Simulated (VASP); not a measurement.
All values below come from PBEsol GGA, VASP's PBE PAW potentials (set 64) (plane waves; VASP).

A VASP calculation is set up with these files.

### INCAR
```
ALGO  =  Normal
EDIFF  =  1E-6
EDIFFG  =  -0.01
ENCUT  =  480
GGA  =  PS
IBRION  =  2
ISIF  =  3
ISMEAR  =  0
LASPH  =  .True.
LCHARG  =  .False.
LREAL  =  .False.
LWAVE  =  .False.
NELM  =  100
NSW  =  60
PREC  =  Accurate
SIGMA  =  0.05
SYSTEM  =  Si
```

POSCAR:
```
Si
1
    0.0000000000     2.7155000000     2.7155000000
    2.7155000000     0.0000000000     2.7155000000
    2.7155000000     2.7155000000     0.0000000000
Si
2
Direct
  0.5000000000   0.5000000000   0.5000000000
  0.7500000000   0.7500000000   0.7500000000
```

KPOINTS:
```
Automatic mesh
0
Gamma
 8 8 8
```

POTCAR, in this order: Si (PBE.64 set). Program: vasp_std.

Output

OSZICAR:
```
       N       E                     dE             d eps       ncg     rms          rms(c)
DAV:   1     0.676039025151E+01    0.67604E+01   -0.32539E+03   464   0.763E+02
DAV:   2    -0.114837456698E+02   -0.18244E+02   -0.17500E+02   736   0.830E+01
DAV:   3    -0.117125376070E+02   -0.22879E+00   -0.22879E+00   592   0.117E+01
DAV:   4    -0.117133517004E+02   -0.81409E-03   -0.81409E-03   760   0.795E-01
DAV:   5    -0.117133522762E+02   -0.57578E-06   -0.57578E-06   624   0.163E-02    0.497E+00
DAV:   6    -0.115588991262E+02    0.15445E+00   -0.97934E-02   560   0.159E+00    0.298E+00
DAV:   7    -0.114886646976E+02    0.70234E-01   -0.17163E-01   584   0.219E+00    0.189E-01
DAV:   8    -0.114891081062E+02   -0.44341E-03   -0.42823E-03   488   0.501E-01    0.700E-02
DAV:   9    -0.114891648432E+02   -0.56737E-04   -0.93092E-05   744   0.808E-02    0.530E-02
DAV:  10    -0.114891747132E+02   -0.98700E-05   -0.10638E-05   520   0.240E-02    0.110E-02
DAV:  11    -0.114891743963E+02    0.31697E-06   -0.24243E-07   464   0.343E-03
   1 F= -.11489174E+02 E0= -.11489174E+02  d E =-.114892E+02
       N       E                     dE             d eps       ncg     rms          rms(c)
DAV:   1    -0.114893434012E+02   -0.16869E-03   -0.46814E-03   552   0.391E-01    0.660E-02
DAV:   2    -0.114892557500E+02    0.87651E-04   -0.79570E-05   584   0.600E-02    0.396E-02
DAV:   3    -0.114892112324E+02    0.44518E-04   -0.97055E-05   536   0.498E-02    0.118E-02
DAV:   4    -0.114892110117E+02    0.22070E-06   -0.88077E-07   432   0.870E-03
   2 F= -.11489211E+02 E0= -.11489211E+02  d E =-.366155E-04
       N       E                     dE             d eps       ncg     rms          rms(c)
DAV:   1    -0.114892790124E+02   -0.67780E-04   -0.88630E-04   544   0.171E-01    0.275E-02
DAV:   2    -0.114892629326E+02    0.16080E-04   -0.15000E-05   576   0.262E-02    0.165E-02
DAV:   3    -0.114892558739E+02    0.70587E-05   -0.18442E-05   536   0.217E-02    0.521E-03
DAV:   4    -0.114892559603E+02   -0.86323E-07   -0.15389E-07   232   0.376E-03
   3 F= -.11489256E+02 E0= -.11489256E+02  d E =-.815640E-04
```

OUTCAR:
```
------------------------ aborting loop because EDIFF is reached ----------------------------------------
  FORCE on cell =-STRESS in cart. coord.  units (eV):
  Direction    XX          YY          ZZ          XY          YZ          ZX
  --------------------------------------------------------------------------------------
  Total        0.0011131      0.0011131      0.0011131     -0.0000000     -0.0000000      0.0000000
  in kB        0.0444137      0.0444137      0.0444137     -0.0000000     -0.0000000      0.0000000
  external PRESSURE =       0.0444137 kB  Pullay stress =       0.0000000 kB
  volume of cell :       40.15
      direct lattice vectors                 reciprocal lattice vectors
    -0.000000000  2.717870433  2.717870433    -0.183967563  0.183967563  0.183967563
     2.717870433 -0.000000000  2.717870433     0.183967563 -0.183967563  0.183967563
     2.717870433  2.717870433  0.000000000     0.183967563  0.183967563 -0.183967563
 POSITION                                       TOTAL-FORCE (eV/Angst)
 -----------------------------------------------------------------------------------
      2.71787      2.71787      2.71787        -0.000000      0.000000     -0.000000
      4.07681      4.07681      4.07681         0.000000     -0.000000      0.000000
 -----------------------------------------------------------------------------------
    total drift:                                0.000000      0.000000     -0.000000
  FREE ENERGIE OF THE ION-ELECTRON SYSTEM (eV)
  ---------------------------------------------------
  free  energy   TOTEN  =       -11.4892559603 eV

  energy  without entropy=      -11.4892559603  energy(sigma->0) =      -11.48925596

 reached required accuracy - stopping structural energy minimisation
```
(Selected blocks of OUTCAR.)

File CONTCAR:
```
Si
   1.00000000000000
    -0.0000000000000000    2.7178704326445007    2.7178704326445007
     2.7178704326445007   -0.0000000000000000    2.7178704326445007
     2.7178704326445007    2.7178704326445007    0.0000000000000000
  Si
     2
Direct
     0.5000000000000000    0.5000000000000000    0.5000000000000000
     0.7500000000000000    0.7500000000000000    0.7500000000000000
```

OUTCAR:
```
 val. band max:        5.7635376797   @ k =   0.0000   0.0000   0.0000

 cond. band min:       6.2707122021   @ k =   0.3750   0.3750   0.0000


 Fermi energy:         6.0110293093

 k-point     1 :       0.0000    0.0000    0.0000
  band No.  band energies     occupation
      1      -6.2080      2.00000
      2       5.7635      2.00000
      3       5.7635      2.00000
      4       5.7635      2.00000
      5       8.2790      0.00000
      6       8.2790      0.00000
      7       8.2790      0.00000
      8       9.0561      0.00000

 k-point     2 :       0.1250    0.0000    0.0000
  band No.  band energies     occupation
      1      -6.0036      2.00000
      2       4.1515      2.00000
      3       5.4717      2.00000
      4       5.4717      2.00000
      5       8.2009      0.00000
      6       8.7059      0.00000
      7       8.7059      0.00000
      8      10.4082      0.00000

 k-point     3 :       0.2500    0.0000    0.0000
  band No.  band energies     occupation
      1      -5.4068      2.00000
      2       1.8162      2.00000
      3       4.9998      2.00000
      4       4.9998      2.00000
      5       7.7149      0.00000
      6       9.2188      0.00000
      7       9.2188      0.00000
      8      12.5890      0.00000

 k-point     4 :       0.3750    0.0000    0.0000
  band No.  band energies     occupation
      1      -4.5094      2.00000
      2      -0.2096      2.00000
      3       4.6736      2.00000
      4       4.6736      2.00000
      5       7.3476      0.00000
      6       9.1522      0.00000
      7       9.1522      0.00000
      8      13.4445      0.00000

 k-point     5 :       0.5000    0.0000    0.0000
  band No.  band energies     occupation
      1      -3.8652      2.00000
      2      -1.2388      2.00000
      3       4.5623      2.00000
      4       4.5623      2.00000
      5       7.2190      0.00000
      6       9.0369      0.00000
      7       9.0369      0.00000
...
```

The compound is Si in the diamond structure. This run relaxes it. Symmetry was kept, so distortions that lower it aren't found.
